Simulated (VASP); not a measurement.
Data:

```
CELL_PARAMETERS angstrom
      4.42983     0.00000     0.00000
      0.00000     4.42983     0.00000
      0.00000     0.00000     2.92864
ATOMIC_POSITIONS crystal
  Cr 0.00000 0.00000 0.00000
  Cr 0.50000 0.50000 0.50000
  O  0.30280 0.30280 0.00000
  O  0.80280 0.19720 0.50000
  O  0.19720 0.80280 0.50000
  O  0.69720 0.69720 0.00000
```
Starting moments (μB, in the order of the record's atoms Cr Cr O O O O): 2.1 2.1 -0.1 -0.1 -0.1 -0.1.

The numbers are results of revTPSS meta-GGA, VASP's PBE PAW potentials (set 64) (plane waves; VASP), not measurements. Settings: 520 eV cut-off, 8×8×12 Γ-centred mesh, tetrahedra with Blöchl corrections, potentials Cr_pv O.

The cores are frozen, which limits the accuracy of field gradients.

Give the principal components of the electric field gradient (V/Å²) and the asymmetry η at each nucleus.

```
atom    Vxx   Vyy    Vzz     η
----  -----  ----  -----  ----
Cr1    26.7  20.4  -47.1  0.13
Cr2    26.7  20.4  -47.1  0.13
O3    -17.7  -5.7   23.4  0.51
O4    -17.7  -5.7   23.4  0.51
O5    -17.7  -5.7   23.4  0.51
O6    -17.7  -5.7   23.4  0.51
```

The compound is CrO2 in the rutile structure. It was relaxed first.
